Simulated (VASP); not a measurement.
# HoO (P-6m2) in VASP: notebook

One crystal, HoO, is run at these levels: r2SCAN+U; tasks: single point.

Program: VASP 6.6.1. These are calculated values, not measurements. Logs are shortened: lines on timing, memory, paths and dates and some standing lists are left out, and cuts for length are marked.

## (1) Starting point

The structure is hexagonal, space group P-6m2 (No. 187). Conventional cell: a = 3.064 Å, b = 3.064 Å, c = 2.990 Å, α = 90.00°, β = 90.00°, γ = 120.00°. Ho (site symmetry -6m2) has 6 O at 2.32 Å as nearest neighbours. Around O (site symmetry -6m2) lie 6 Ho at 2.32 Å.

The cell comes from a database or a generator and needn't be the stable form of this composition.

## (2) Single point, r2SCAN+U, collinear spin, random start

INCAR

```
SYSTEM = HoO
PREC = Accurate ; ENCUT = 520
EDIFF = 1E-6 ; ISMEAR = 0
SIGMA = 0.05 ; LREAL = .FALSE.
LASPH = .TRUE. ; NELM = 100
ALGO = Normal ; ISIF = 2
LWAVE = .FALSE. ; LCHARG = .TRUE.
ISPIN = 2 ; MAGMOM = -2.53 0
LORBIT = 11 ; LMAXMIX = 6
LDAU = .TRUE. ; LDAUTYPE = 2
LDAUL = 3 -1 ; LDAUU = 2 0
LDAUJ = 0 0 ; LDAUPRINT = 1
METAGGA = R2SCAN ; LMIXTAU = .TRUE.
LELF = .TRUE. ; LVHAR = .TRUE.
```

KPOINTS

```
regular mesh
0
G
  7 7 6
  0 0 0
```

POSCAR

```
HoO
1.0
    3.0640300800      0.0000000000      0.0000000000
   -1.5320150400      2.6535278900      0.0000000000
    0.0000000000      0.0000000000      2.9903415500
Ho O
1 1
Direct
    0.0000000000      0.0000000000      0.0000000000
    0.6666666667      0.3333333333      0.5000000000
```

Potentials or basis: VASP PAW PBE potentials, release 64 (Ho, O).

Started as:

```console
$ cat potpaw_PBE.64/Ho/POTCAR potpaw_PBE.64/O/POTCAR > POTCAR
$ mpirun -np 1 vasp_std > vasp.out
```

OUTCAR:

```text
SYSTEM = HoO
   PREC = Accurate
   ENCUT = 520
   EDIFF = 1E-6
   ISMEAR = 0
   LREAL = .FALSE.
   LASPH = .TRUE.
   NELM = 100
   ISIF = 2
   ISPIN = 2
   LORBIT = 11
   METAGGA = R2SCAN

 ion  position               nearest neighbor table
   1  0.000  0.000  0.000-   2 2.32   2 2.32   2 2.32   2 2.32   2 2.32   2 2.32
   2  0.667  0.333  0.500-   1 2.32   1 2.32   1 2.32   1 2.32   1 2.32   1 2.32

  LATTYP: Found a hexagonal cell.
 ALAT       =     3.0640300800
 C/A-ratio  =     0.9759504548

  Lattice vectors:

 A1 = (   3.0640300800,   0.0000000000,   0.0000000000)
 A2 = (  -1.5320150400,   2.6535278900,   0.0000000000)
 A3 = (   0.0000000000,   0.0000000000,   2.9903415500)

Analysis of symmetry for initial positions (statically):
=====================================================================
 Subroutine PRICEL returns:
 Original cell was already a primitive cell.

 Routine SETGRP: Setting up the symmetry group for a
 hexagonal supercell.

 Subroutine GETGRP returns: Found 12 space group operations
 (whereof 12 operations were pure point group operations)
 out of a pool of 24 trial point group operations.

The static configuration has the point symmetry D_3h.

Analysis of symmetry for dynamics (positions and initial velocities):
=====================================================================
 Subroutine PRICEL returns:
 Original cell was already a primitive cell.

 Routine SETGRP: Setting up the symmetry group for a
 hexagonal supercell.

 Subroutine GETGRP returns: Found 12 space group operations
 (whereof 12 operations were pure point group operations)
 out of a pool of 24 trial point group operations.

The dynamic configuration has the point symmetry D_3h.

Analysis of structural, dynamic, and magnetic symmetry:
=====================================================================
 Subroutine PRICEL returns:
 Original cell was already a primitive cell.

 Routine SETGRP: Setting up the symmetry group for a
 hexagonal supercell.

 Subroutine GETGRP returns: Found 12 space group operations
 (whereof 12 operations were pure point group operations)
 out of a pool of 24 trial point group operations.

The overall configuration has the point symmetry D_3h.

 Subroutine INISYM returns: Found 12 space group operations
 (whereof 12 operations are pure point group operations),
 and found     1 'primitive' translations

----------------------------------------------------------------------------------------

                                     Primitive cell

  volume of cell :      24.3129

  direct lattice vectors                    reciprocal lattice vectors
     3.064030080  0.000000000  0.000000000     0.326367553  0.188428394  0.000000000
    -1.532015040  2.653527890  0.000000000     0.000000000  0.376856789  0.000000000
     0.000000000  0.000000000  2.990341550     0.000000000  0.000000000  0.334409961

  length of vectors
[... 131 lines left out ...]
  ---------------------------------------------------
  free energy    TOTEN  =       -52.69241152 eV

  energy without entropy =      -52.67974801  energy(sigma->0) =      -52.68607977

atom =   1  type =  1  l = 3

 onsite density matrix

spin component  1

  0.1074 -0.0000  0.0000 -0.0000  0.0000 -0.0000 -0.0000
 -0.0000  0.0161 -0.0000 -0.0000 -0.0000  0.0000  0.0000
  0.0000 -0.0000  0.9890 -0.0000 -0.0000 -0.0000 -0.0000
 -0.0000 -0.0000 -0.0000  0.0092 -0.0000  0.0000 -0.0000
  0.0000 -0.0000 -0.0000 -0.0000  0.9890  0.0000  0.0000
 -0.0000  0.0000 -0.0000  0.0000  0.0000  0.0161  0.0000
 -0.0000  0.0000 -0.0000 -0.0000  0.0000  0.0000  0.9869

spin component  2

  0.9934 -0.0000  0.0000 -0.0000  0.0000 -0.0000 -0.0000
 -0.0000  0.9989 -0.0000 -0.0000 -0.0000 -0.0000  0.0000
  0.0000 -0.0000  0.9937 -0.0000  0.0000 -0.0000 -0.0000
 -0.0000 -0.0000 -0.0000  0.9945 -0.0000  0.0000 -0.0000
  0.0000 -0.0000  0.0000 -0.0000  0.9937  0.0000  0.0000
 -0.0000 -0.0000 -0.0000  0.0000  0.0000  0.9989  0.0000
 -0.0000  0.0000 -0.0000 -0.0000  0.0000  0.0000  0.9916

 occupancies and eigenvectors

  o =  0.0092  v = -0.0000  0.0000  0.0000  1.0000  0.0000 -0.0000  0.0000  0.0000  0.0000  0.0000  0.0000  0.0000  0.0000  0.0000      0.0000  0.0000  0.0000  0.0000  0.0000  0.0000  0.0000  0.0000  0.0000  0.0000  0.0000  0.0000  0.0000  0.0000
  o =  0.0161  v = -0.0000 -0.0057  0.0000 -0.0000  0.0000 -1.0000  0.0000  0.0000  0.0000  0.0000  0.0000  0.0000  0.0000  0.0000      0.0000  0.0000  0.0000  0.0000  0.0000  0.0000  0.0000  0.0000  0.0000  0.0000  0.0000  0.0000  0.0000  0.0000
  o =  0.0161  v = -0.0000 -1.0000 -0.0000  0.0000 -0.0000  0.0057  0.0000  0.0000  0.0000  0.0000  0.0000  0.0000  0.0000  0.0000      0.0000  0.0000  0.0000  0.0000  0.0000  0.0000  0.0000  0.0000  0.0000  0.0000  0.0000  0.0000  0.0000  0.0000
  o =  0.1074  v =  1.0000 -0.0000 -0.0000  0.0000 -0.0000 -0.0000  0.0000  0.0000  0.0000  0.0000  0.0000  0.0000  0.0000  0.0000      0.0000  0.0000  0.0000  0.0000  0.0000  0.0000  0.0000  0.0000  0.0000  0.0000  0.0000  0.0000  0.0000  0.0000
  o =  0.9869  v = -0.0000  0.0000  0.0000 -0.0000 -0.0000  0.0000  1.0000  0.0000  0.0000  0.0000  0.0000  0.0000  0.0000  0.0000      0.0000  0.0000  0.0000  0.0000  0.0000  0.0000  0.0000  0.0000  0.0000  0.0000  0.0000  0.0000  0.0000  0.0000
  o =  0.9890  v = -0.0000 -0.0000 -0.0000  0.0000 -1.0000  0.0000 -0.0000  0.0000  0.0000  0.0000  0.0000  0.0000  0.0000  0.0000      0.0000  0.0000  0.0000  0.0000  0.0000  0.0000  0.0000  0.0000  0.0000  0.0000  0.0000  0.0000  0.0000  0.0000
  o =  0.9890  v =  0.0000 -0.0000  1.0000 -0.0000 -0.0000 -0.0000 -0.0000  0.0000  0.0000  0.0000  0.0000  0.0000  0.0000  0.0000      0.0000  0.0000  0.0000  0.0000  0.0000  0.0000  0.0000  0.0000  0.0000  0.0000  0.0000  0.0000  0.0000  0.0000
  o =  0.9916  v =  0.0000  0.0000  0.0000  0.0000  0.0000  0.0000  0.0000  0.0000 -0.0000  0.0000  0.0000 -0.0000 -0.0000  1.0000      0.0000  0.0000  0.0000  0.0000  0.0000  0.0000  0.0000  0.0000  0.0000  0.0000  0.0000  0.0000  0.0000  0.0000
  o =  0.9934  v =  0.0000  0.0000  0.0000  0.0000  0.0000  0.0000  0.0000  1.0000  0.0000 -0.0000 -0.0000 -0.0000  0.0000 -0.0000      0.0000  0.0000  0.0000  0.0000  0.0000  0.0000  0.0000  0.0000  0.0000  0.0000  0.0000  0.0000  0.0000  0.0000
  o =  0.9937  v =  0.0000  0.0000  0.0000  0.0000  0.0000  0.0000  0.0000 -0.0000  0.0000  0.0000  0.0000 -1.0000 -0.0000 -0.0000      0.0000  0.0000  0.0000  0.0000  0.0000  0.0000  0.0000  0.0000  0.0000  0.0000  0.0000  0.0000  0.0000  0.0000
  o =  0.9937  v =  0.0000  0.0000  0.0000  0.0000  0.0000  0.0000  0.0000  0.0000 -0.0000  1.0000  0.0000  0.0000  0.0000 -0.0000      0.0000  0.0000  0.0000  0.0000  0.0000  0.0000  0.0000  0.0000  0.0000  0.0000  0.0000  0.0000  0.0000  0.0000
  o =  0.9945  v =  0.0000  0.0000  0.0000  0.0000  0.0000  0.0000  0.0000  0.0000 -0.0000  0.0000 -1.0000 -0.0000  0.0000  0.0000      0.0000  0.0000  0.0000  0.0000  0.0000  0.0000  0.0000  0.0000  0.0000  0.0000  0.0000  0.0000  0.0000  0.0000
  o =  0.9989  v =  0.0000  0.0000  0.0000  0.0000  0.0000  0.0000  0.0000 -0.0000 -0.1647 -0.0000  0.0000 -0.0000  0.9863  0.0000      0.0000  0.0000  0.0000  0.0000  0.0000  0.0000  0.0000  0.0000  0.0000  0.0000  0.0000  0.0000  0.0000  0.0000
  o =  0.9989  v =  0.0000  0.0000  0.0000  0.0000  0.0000  0.0000  0.0000 -0.0000  0.9863  0.0000  0.0000  0.0000  0.1647  0.0000      0.0000  0.0000  0.0000  0.0000  0.0000  0.0000  0.0000  0.0000  0.0000  0.0000  0.0000  0.0000  0.0000  0.0000

 number of electron      27.0000014 magnetization      -3.7133379

 Free energy of the ion-electron system (eV)
  ---------------------------------------------------
  ext. energy  EPLUGINS =         0.00000000
  ---------------------------------------------------
  free energy    TOTEN  =       -48.21943194 eV

  energy without entropy =      -48.21890517  energy(sigma->0) =      -48.21916856

 E-fermi :   6.9181     XC(G=0): -13.6832

 val. band max:        6.8487334636   @ k =   0.1429   0.1429   0.1667
 cond. band min:       6.9511945991   @ k =   0.4286   0.0000   0.3333
 fundamental gap:      0.1024611355
 Fermi energy:         6.9181136968

 spin component 1

 k-point     1 :       0.0000    0.0000    0.0000
  band No.  band energies     occupation
      1     -42.5004      1.00000
      2     -16.6559      1.00000
      3     -16.5259      1.00000
      4     -16.5259      1.00000
      5     -15.3629      1.00000
      6       0.7805      1.00000
[... 1001 lines left out ...]
     17      11.6932      0.00000
     18      12.8221      0.00000

 [... further k-points ...]

------------------------ aborting loop because EDIFF is reached ----------------------------------------

  FORCE on cell =-STRESS in cart. coord.  units (eV):
  Direction    XX          YY          ZZ          XY          YZ          ZX
  --------------------------------------------------------------------------------------
  -------------------------------------------------------------------------------------
  Total        4.4801905      4.4801905      3.8833046      0.0000000      0.0000000      0.0000000
  in kB      295.2361842    295.2361848    255.9025199      0.0000000      0.0000000      0.0000000
  external PRESSURE =     282.1249629 kB  Pullay stress =       0.0000000 kB

 VOLUME and BASIS-vectors are now :
 -----------------------------------------------------------------------------
  energy-cutoff  :      520.00
  volume of cell :       24.31
      direct lattice vectors                 reciprocal lattice vectors
     3.064030080  0.000000000  0.000000000     0.326367553  0.188428394  0.000000000
    -1.532015040  2.653527890  0.000000000     0.000000000  0.376856789  0.000000000
     0.000000000  0.000000000  2.990341550     0.000000000  0.000000000  0.334409961

 POSITION                                       TOTAL-FORCE (eV/Angst)
 -----------------------------------------------------------------------------------
      0.00000      0.00000      0.00000         0.000000     -0.000000      0.000000
      1.53202      0.88451      1.49517        -0.000000      0.000000      0.000000
 -----------------------------------------------------------------------------------
    total drift:                               -0.000000      0.000000     -0.000000

  FREE ENERGIE OF THE ION-ELECTRON SYSTEM (eV)
  ---------------------------------------------------
  free  energy   TOTEN  =       -48.2194319426 eV

  energy  without entropy=      -48.2189051678  energy(sigma->0) =      -48.21916856

 total charge

# of ion       s       p       d       f       tot
--------------------------------------------------
    1        2.074   5.771   0.787  10.068  18.699
    2        1.565   3.542   0.000   0.000   5.107
--------------------------------------------------
tot          3.639   9.313   0.787  10.068  23.806

 magnetization (x)

# of ion       s       p       d       f       tot
--------------------------------------------------
    1        0.008   0.049   0.029  -3.850  -3.762
    2        0.004   0.028   0.000   0.000   0.032
--------------------------------------------------
tot          0.012   0.078   0.029  -3.850  -3.730
```

Wall time 2.4 min (1 thread of Intel Xeon 6975P-C (Granite Rapids), shared host); peak memory 0.19 GiB.

Results:

- Free energy: -48.2194 eV
- Pressure: 28.2 GPa
- Band gap on the k mesh: none (metal or under the smearing width)
- Net moment: -3.71 μB per cell
- Site moments: Ho -3.76; O +0.03 μB
- Valence electrons inside the program's atomic spheres: Ho 18.70; O 5.11

Eigenvalues of the final occupation matrices:
```csv
site,spin,trace,eigenvalues
site 1 f,1,3.11,0.01 0.02 0.02 0.11 0.99 0.99 0.99
site 1 f,2,6.96,0.99 0.99 0.99 0.99 0.99 1.00 1.00
```

Caveat: the magnetic or orbital state may not be the lowest; a pressure of tens of GPa on the cell as given is suspect, and the run, the potentials or the cell itself is likely at fault; the PAW data sets were made with another functional, which shifts forces and pressure a little; spin-orbit coupling is left out, which moves the levels of the heavy elements.

## (3) Single point, r2SCAN+U, collinear spin, ferromagnetic start

INCAR

```
SYSTEM = HoO
  PREC = Accurate
  ENCUT = 520
  EDIFF = 1E-7
  ISMEAR = 0
  SIGMA = 0.05
  LREAL = .False.
  LASPH = .True.
  NELM = 100
  ALGO = Normal
  ISIF = 2
  LWAVE = .False.
  LCHARG = .False.
  ISPIN = 2
  MAGMOM = 4 0
  LORBIT = 11
  NUPDOWN = 2
  LMAXMIX = 6
  LDAU = .True.
  LDAUTYPE = 2
  LDAUL = 3 -1
  LDAUU = 2 0
  LDAUJ = 0 0
  LDAUPRINT = 1
  METAGGA = R2SCAN
  LMIXTAU = .True.
```

KPOINTS

```
Automatic mesh
0
Gamma
  7 7 6
  0 0 0
```

POSCAR is that of step 2.

Potentials or basis: VASP PAW PBE potentials, release 64 (Ho, O).

Started as:

```console
$ cat potpaw_PBE.64/Ho/POTCAR potpaw_PBE.64/O/POTCAR > POTCAR
$ mpirun -np 1 vasp_std > vasp.out
```

Wall time 1.8 min (1 thread of Intel Xeon 6975P-C (Granite Rapids), shared host); peak memory 0.18 GiB.

Results (log left out):

```
Free energy                                           : -45.7029 eV
Pressure                                              : 31.6 GPa
Net moment                                            : 2.00 μB per cell
Site moments                                          : Ho +2.21; O -0.02 μB
Valence electrons inside the program's atomic spheres : Ho 18.82; O 5.11
```

Stress tensor (GPa, compression positive):
```
35.63  0.00  0.00
 0.00 35.63  0.00
 0.00  0.00 23.60
```

Eigenvalues of the final occupation matrices:
```
    site  spin  trace                         eigenvalues
site 1 f     1   6.42  0.47 0.99 0.99 0.99 0.99 1.00 1.00
site 1 f     2   3.95  0.01 0.01 0.05 0.96 0.97 0.97 0.98
```

Caveat: the magnetic or orbital state may not be the lowest; the moment is held away from its start; a pressure of tens of GPa on the cell as given is suspect, and the run, the potentials or the cell itself is likely at fault; the PAW data sets were made with another functional, which shifts forces and pressure a little; spin-orbit coupling is left out, which moves the levels of the heavy elements; the total moment is fixed, so each spin has its own Fermi level. The state reached can hang on the start; a lower one may exist.
